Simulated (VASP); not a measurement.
# NbCd3 (Pm-3m) in VASP: a series of runs

One crystal, NbCd3, is run at these levels: PBEsol; tasks: single point.

Program: VASP 6.6.1. These are calculated values, not measurements. Logs are shortened: lines on timing, memory, paths and dates and some standing lists are left out, and cuts for length are marked.

## 1. The crystal as given

The structure is cubic, space group Pm-3m (No. 221). The conventional cell has a = 4.215 Å, b = 4.215 Å, c = 4.215 Å, α = 90.00°, β = 90.00°, γ = 90.00°. Around Nb (site symmetry m-3m) lie 12 Cd at 2.98 Å. Cd (site symmetry 4/mmm) is surrounded by 4 Nb at 2.98 Å and 8 Cd at 2.98 Å.

## 2. Single point, PBEsol

INCAR reads:

```
SYSTEM = NbCd3
ALGO = Fast ; EDIFF = 1E-7
ENCUT = 520 ; GGA = PS
ISIF = 2 ; ISMEAR = 0
LASPH = .True. ; LCHARG = .False.
LREAL = .False. ; LWAVE = .False.
NBANDS = 32 ; NELM = 100
PREC = Accurate ; SIGMA = 0.1
```

KPOINTS reads:

```
k-points
0
Gamma
  10 10 10
  0 0 0
```

POSCAR reads:

```
NbCd3
1.0
    4.2150000000      0.0000000000      0.0000000000
    0.0000000000      4.2150000000      0.0000000000
    0.0000000000      0.0000000000      4.2150000000
Nb Cd
1 3
Direct
    0.0000000000      0.0000000000      0.0000000000
    0.0000000000      0.5000000000      0.5000000000
    0.5000000000      0.0000000000      0.5000000000
    0.5000000000      0.5000000000      0.0000000000
```

Potentials or basis: VASP PAW PBE potentials, release 64 (Nb_sv, Cd).

Run with:

```sh
$ cat potpaw_PBE.64/Nb_sv/POTCAR potpaw_PBE.64/Cd/POTCAR > POTCAR
$ mpirun -np 1 vasp_std > vasp.out
```

OUTCAR:

```text
SYSTEM = NbCd3
   EDIFF = 1E-7
   ENCUT = 520
   GGA = PS
   ISIF = 2
   ISMEAR = 0
   LASPH = .True.
   LREAL = .False.
   NELM = 100
   PREC = Accurate

 ion  position               nearest neighbor table
   1  0.000  0.000  0.000-   2 2.98   3 2.98   4 2.98   2 2.98   3 2.98   2 2.98   4 2.98   2 2.98
                             3 2.98   4 2.98   3 2.98   4 2.98
   2  0.000  0.500  0.500-   1 2.98   3 2.98   4 2.98   1 2.98   4 2.98   1 2.98   3 2.98   1 2.98
                             3 2.98   4 2.98   4 2.98   3 2.98
   3  0.500  0.000  0.500-   1 2.98   2 2.98   4 2.98   1 2.98   4 2.98   2 2.98   4 2.98   4 2.98
                             1 2.98   2 2.98   1 2.98   2 2.98
   4  0.500  0.500  0.000-   1 2.98   2 2.98   3 2.98   2 2.98   3 2.98   1 2.98   3 2.98   3 2.98
                             1 2.98   2 2.98   2 2.98   1 2.98

  LATTYP: Found a simple cubic cell.
 ALAT       =     4.2150000000

  Lattice vectors:

 A1 = (   4.2150000000,   0.0000000000,   0.0000000000)
 A2 = (   0.0000000000,   4.2150000000,   0.0000000000)
 A3 = (   0.0000000000,   0.0000000000,   4.2150000000)

Analysis of symmetry for initial positions (statically):
=====================================================================
 Subroutine PRICEL returns:
 Original cell was already a primitive cell.

 Routine SETGRP: Setting up the symmetry group for a
 simple cubic supercell.

 Subroutine GETGRP returns: Found 48 space group operations
 (whereof 48 operations were pure point group operations)
 out of a pool of 48 trial point group operations.

The static configuration has the point symmetry O_h .

Analysis of symmetry for dynamics (positions and initial velocities):
=====================================================================
 Subroutine PRICEL returns:
 Original cell was already a primitive cell.

 Routine SETGRP: Setting up the symmetry group for a
 simple cubic supercell.

 Subroutine GETGRP returns: Found 48 space group operations
 (whereof 48 operations were pure point group operations)
 out of a pool of 48 trial point group operations.

The dynamic configuration has the point symmetry O_h .

 Subroutine INISYM returns: Found 48 space group operations
 (whereof 48 operations are pure point group operations),
 and found     1 'primitive' translations

----------------------------------------------------------------------------------------

                                     Primitive cell

  volume of cell :      74.8846

  direct lattice vectors                    reciprocal lattice vectors
     4.215000000  0.000000000  0.000000000     0.237247924  0.000000000  0.000000000
     0.000000000  4.215000000  0.000000000     0.000000000  0.237247924  0.000000000
     0.000000000  0.000000000  4.215000000     0.000000000  0.000000000  0.237247924

  length of vectors
     4.215000000  4.215000000  4.215000000     0.237247924  0.237247924  0.237247924

  position of ions in fractional coordinates (direct lattice)
     0.000000000  0.000000000  0.000000000
     0.000000000  0.500000000  0.500000000
     0.500000000  0.000000000  0.500000000
     0.500000000  0.500000000  0.000000000

  ion indices of the primitive-cell ions
   primitive index   ion index
                 1           1
                 2           2
                 3           3
                 4           4

----------------------------------------------------------------------------------------

 KPOINTS: k-points

Automatic generation of k-mesh.
 Grid dimensions read from file:
 generate k-points for:   10   10   10

 Generating k-lattice:

  Cartesian coordinates                     Fractional coordinates (reciprocal lattice)
     0.023724792  0.000000000  0.000000000     0.100000000  0.000000000  0.000000000
     0.000000000  0.023724792  0.000000000     0.000000000  0.100000000  0.000000000
     0.000000000  0.000000000  0.023724792     0.000000000  0.000000000  0.100000000

  Length of vectors
     0.023724792  0.023724792  0.023724792

  Shift w.r.t. Gamma in fractional coordinates (k-lattice)
     0.000000000  0.000000000  0.000000000

 Subroutine IBZKPT returns following result:
 ===========================================

 Found     56 irreducible k-points:

 Following reciprocal coordinates:
            Coordinates               Weight
  0.000000  0.000000  0.000000      1.000000
  0.100000  0.000000  0.000000      6.000000
  0.200000  0.000000  0.000000      6.000000
  0.300000  0.000000  0.000000      6.000000
  0.400000  0.000000  0.000000      6.000000
  0.500000  0.000000  0.000000      3.000000
[... 16 lines left out ...]
  0.200000  0.100000  0.100000     24.000000
  0.300000  0.100000  0.100000     24.000000
 [... further k-points ...]
   k-points           NKPTS =     56   k-points in BZ     NKDIM =     56   number of bands    NBANDS=     32
   number of dos      NEDOS =    301   number of ions     NIONS =      4
   total plane-waves  NPLWV =  32768
   dimension x,y,z NGX =    32 NGY =   32 NGZ =   32
   dimension x,y,z NGXF=    64 NGYF=   64 NGZF=   64
   ions per type =               1   3
   NGX,Y,Z   is equivalent  to a cutoff of  12.62, 12.62, 12.62 a.u.
   NGXF,Y,Z  is equivalent  to a cutoff of  25.24, 25.24, 25.24 a.u.
 SYSTEM =  NbCd3
   PREC   = accura    normal or accurate (medium, high low for compatibility)
   ISTART =      0    job   : 0-new  1-cont  2-samecut
   ICHARG =      2    charge: 1-file 2-atom 10-const
   ISPIN  =      1    spin polarized calculation?
   LNONCOLLINEAR =      F non collinear calculations
   LSORBIT =      F    spin-orbit coupling
   LASPH  =      T    aspherical Exc in radial PAW
   ENCUT  =  520.0 eV  38.22 Ry    6.18 a.u.   7.84  7.84  7.84*2*pi/ulx,y,z
   NELM   =    100;   NELMIN=  2; NELMDL= -5     # of ELM steps
   EDIFF  = 0.1E-06   stopping-criterion for ELM
   LREAL  =      F    real-space projection
   EDIFFG = 0.1E-05   stopping-criterion for IOM
   NSW    =      0    number of steps for IOM
   IBRION =     -1    ionic relax: 0-MD 1-quasi-New 2-CG
   NFREE  =      0    steps in history (QN), initial steepest desc. (CG)
   ISIF   =      2    stress and relaxation
   ISYM   =      2    0-nonsym 1-usesym 2-fastsym
   POTIM  = 0.5000    time-step for ionic-motion
   TEBEG  =    0.0;   TEEND  =   0.0 temperature during run
   PSTRESS=    0.0 pullay stress
   NELECT =      49.0000    total number of electrons
   NUPDOWN=      -1.0000    fix difference up-down
   EMIN   =  10.00;   EMAX   =-10.00  energy-range for DOS
   EFERMI =   0.00;   METHOD = LEGACY
   ISMEAR =     0;   SIGMA  =   0.10  broadening in eV -4-tet -1-fermi 0-gaus
   EFERMI_NEDOS =   21; number of points for ismear=-14 and -15
   IALGO  =     68    algorithm
   IMIX   =      4    mixing-type and parameters
     AMIX     =   0.40;   BMIX     =  1.00
     AMIX_MAG =   1.60;   BMIX_MAG =  1.00
  volume/ion in A,a.u.               =      18.72       126.34
  Fermi-wavevector in a.u.,A,eV,Ry     =   1.421268  2.685807 27.483802  2.020002
  Thomas-Fermi vector in A             =   2.542096
   LORBIT       =      0    0 simple, 1 ext, 2 COOP (PROOUT), +10 PAW based schemes
   GGA     = PS    functional components
   LHFCALC =     F    Hartree Fock is set to
   AEXX    =    0.0000 exact exchange contribution
   IVDW    =     0    specifies the selected vdW correction
   LEPSILON=     F    determine dielectric tensor
   LRPA    =     F    only Hartree local field effects (RPA)
 non-spin polarized calculation
 RMM-DIIS sequential band-by-band and
 Gauss-broadening in eV      SIGMA  =   0.10
  energy-cutoff  :      520.00
  volume of cell :       74.88
 maximum number of plane-waves:      2040
 NGX is ok and might be reduce to    32
   NGX = 15   NGY = 15   NGZ = 15

 number of electron      49.0000040 magnetization

 Free energy of the ion-electron system (eV)
  ---------------------------------------------------
  ext. energy  EPLUGINS =         0.00000000
  ---------------------------------------------------
  free energy    TOTEN  =       -14.12681977 eV

  energy without entropy =      -14.11975910  energy(sigma->0) =      -14.12328944

 E-fermi :   5.0605     XC(G=0): -12.1212

 val. band max:        5.0170883522   @ k =   0.1000   0.1000   0.0000
 cond. band min:       5.0943410578   @ k =   0.3000   0.3000   0.1000
 fundamental gap:      0.0772527057
 Fermi energy:         5.0605459753

 k-point     1 :       0.0000    0.0000    0.0000
  band No.  band energies     occupation
      1     -49.7081      2.00000
      2     -25.7948      2.00000
      3     -25.7948      2.00000
      4     -25.7948      2.00000
      5      -4.5946      2.00000
      6      -4.3509      2.00000
[... 24 lines left out ...]
     31      11.0400      0.00000
     32      12.7086      0.00000

 k-point     2 :       0.1000    0.0000    0.0000
  band No.  band energies     occupation
      1     -49.7081      2.00000
      2     -25.7970      2.00000
      3     -25.7949      2.00000
      4     -25.7949      2.00000
      5      -4.5567      2.00000
      6      -4.3365      2.00000
[... 24 lines left out ...]
     31      11.4765      0.00000
     32      12.7820      0.00000

 k-point     3 :       0.2000    0.0000    0.0000
  band No.  band energies     occupation
      1     -49.7079      2.00000
      2     -25.8029      2.00000
      3     -25.7951      2.00000
      4     -25.7951      2.00000
      5      -4.4512      2.00000
      6      -4.2964      2.00000
[... 24 lines left out ...]
     31      12.6939      0.00000
     32      12.7005      0.00000

 k-point     4 :       0.3000    0.0000    0.0000
  band No.  band energies     occupation
      1     -49.7076      2.00000
      2     -25.8102      2.00000
      3     -25.7955      2.00000
      4     -25.7955      2.00000
      5      -4.3016      2.00000
      6      -4.2411      2.00000
[... 24 lines left out ...]
     31      12.0338      0.00000
     32      12.0338      0.00000

 k-point     5 :       0.4000    0.0000    0.0000
  band No.  band energies     occupation
      1     -49.7074      2.00000
      2     -25.8161      2.00000
      3     -25.7958      2.00000
      4     -25.7958      2.00000
      5      -4.1899      2.00000
      6      -4.1532      2.00000
[... 584 lines left out ...]
     31      11.5931      0.00000
     32      12.2290      0.00000

 k-point    22 :       0.1000    0.1000    0.1000
  band No.  band energies     occupation
      1     -49.7079      2.00000
      2     -25.7980      2.00000
      3     -25.7967      2.00000
      4     -25.7967      2.00000
      5      -4.4898      2.00000
      6      -4.2869      2.00000
[... 24 lines left out ...]
     31      11.5114      0.00000
     32      13.0785      0.00000

 k-point    23 :       0.2000    0.1000    0.1000
  band No.  band energies     occupation
      1     -49.7077      2.00000
      2     -25.8030      2.00000
      3     -25.7975      2.00000
      4     -25.7968      2.00000
      5      -4.4007      2.00000
      6      -4.2390      2.00000
[... 24 lines left out ...]
     31      11.8884      0.00000
     32      12.7678      0.00000

 k-point    24 :       0.3000    0.1000    0.1000
  band No.  band energies     occupation
      1     -49.7075      2.00000
      2     -25.8099      2.00000
      3     -25.7978      2.00000
      4     -25.7970      2.00000
      5      -4.2733      2.00000
      6      -4.1775      2.00000
[... 24 lines left out ...]
     31      11.7267      0.00000
     32      12.1863      0.00000

 [... further k-points ...]

------------------------ aborting loop because EDIFF is reached ----------------------------------------

  FORCE on cell =-STRESS in cart. coord.  units (eV):
  Direction    XX          YY          ZZ          XY          YZ          ZX
  --------------------------------------------------------------------------------------
  -------------------------------------------------------------------------------------
  Total        0.8741397      0.8741397      0.8741397      0.0000000      0.0000000     -0.0000000
  in kB       18.7024571     18.7024571     18.7024571      0.0000000      0.0000000     -0.0000000
  external PRESSURE =      18.7024571 kB  Pullay stress =       0.0000000 kB

 VOLUME and BASIS-vectors are now :
 -----------------------------------------------------------------------------
  energy-cutoff  :      520.00
  volume of cell :       74.88
      direct lattice vectors                 reciprocal lattice vectors
     4.215000000  0.000000000  0.000000000     0.237247924  0.000000000  0.000000000
     0.000000000  4.215000000  0.000000000     0.000000000  0.237247924  0.000000000
     0.000000000  0.000000000  4.215000000     0.000000000  0.000000000  0.237247924

 POSITION                                       TOTAL-FORCE (eV/Angst)
 -----------------------------------------------------------------------------------
      0.00000      0.00000      0.00000         0.000000      0.000000      0.000000
      0.00000      2.10750      2.10750         0.000000      0.000000      0.000000
      2.10750      0.00000      2.10750         0.000000      0.000000      0.000000
      2.10750      2.10750      0.00000         0.000000      0.000000      0.000000
 -----------------------------------------------------------------------------------
    total drift:                                0.000000     -0.000000     -0.000000

  FREE ENERGIE OF THE ION-ELECTRON SYSTEM (eV)
  ---------------------------------------------------
  free  energy   TOTEN  =       -14.1268197724 eV

  energy  without entropy=      -14.1197591031  energy(sigma->0) =      -14.12328944
```

It took 98 s on 1 thread of AMD EPYC 9R45 (Zen 5), shared host; peak memory 0.22 GiB.

What came out:

| Quantity | Value |
| --- | --- |
| Free energy | -14.1268 eV |
| Pressure | 1.9 GPa |
| Band gap on the k mesh | none (metal or under the smearing width) |

Levels at points of the mesh, in eV from the Fermi level:
| k point | band 22 | band 23 | band 24 | band 25 | band 26 | band 27 |
| --- | --- | --- | --- | --- | --- | --- |
| (0.00, 0.00, 0.00) | -0.90 | 0.22 | 0.22 | 0.22 | 1.32 | 1.32 |
| (0.50, 0.00, 0.00) | -0.88 | -0.88 | -0.78 | 1.08 | 1.24 | 3.30 |
| (0.50, 0.50, 0.00) | -3.16 | -3.16 | -0.30 | -0.30 | 1.18 | 1.88 |
| (0.50, 0.50, 0.50) | -2.38 | -2.38 | -1.19 | -1.19 | -1.19 | 1.57 |

Caveat: the PAW data sets were made with another functional, which shifts forces and pressure a little.

## 3. Single point, PBEsol

INCAR reads:

```
SYSTEM = NbCd3
  PREC = Accurate
  ENCUT = 520
  EDIFF = 1E-6
  ISMEAR = 0
  SIGMA = 0.1
  LREAL = .FALSE.
  LASPH = .TRUE.
  NELM = 100
  ALGO = Fast
  ISIF = 2
  LWAVE = .FALSE.
  LCHARG = .FALSE.
  GGA = PS
  NBANDS = 32
```

KPOINTS reads:

```
Automatic mesh
0
G
  10 10 10
  0 0 0
```

POSCAR is that of step 2.

Potentials or basis: VASP PAW PBE potentials, release 64 (Nb_sv, Cd).

Run with:

```sh
$ cat potpaw_PBE.64/Nb_sv/POTCAR potpaw_PBE.64/Cd/POTCAR > POTCAR
$ mpirun -np 1 vasp_std > vasp.out
```

Wall time 79 s (1 thread of AMD EPYC 9R45 (Zen 5), shared host); peak memory 0.22 GiB.

It converged, with:

| Property | Result |
| --- | --- |
| Free energy | -14.1268 eV |
| Pressure | 1.9 GPa |
| Band gap on the k mesh | none (metal or under the smearing width) |

Levels at points of the mesh, in eV from the Fermi level:
| k point | band 20 | band 21 | band 22 | band 23 | band 24 | band 25 | band 26 | band 27 | band 28 | band 29 |
| --- | --- | --- | --- | --- | --- | --- | --- | --- | --- | --- |
| (0.00, 0.00, 0.00) | -7.47 | -0.90 | -0.90 | 0.22 | 0.22 | 0.22 | 1.32 | 1.32 | 1.32 | 5.57 |
| (0.50, 0.00, 0.00) | -6.19 | -5.93 | -0.88 | -0.88 | -0.78 | 1.08 | 1.24 | 3.30 | 4.29 | 4.29 |
| (0.50, 0.50, 0.00) | -5.25 | -3.17 | -3.16 | -3.16 | -0.30 | -0.30 | 1.18 | 1.88 | 2.23 | 5.67 |
| (0.50, 0.50, 0.50) | -2.39 | -2.38 | -2.38 | -2.38 | -1.19 | -1.19 | -1.19 | 1.57 | 1.57 | 3.79 |

Caveat: the PAW data sets were made with another functional, which shifts forces and pressure a little.

[end of part 1 of 2]
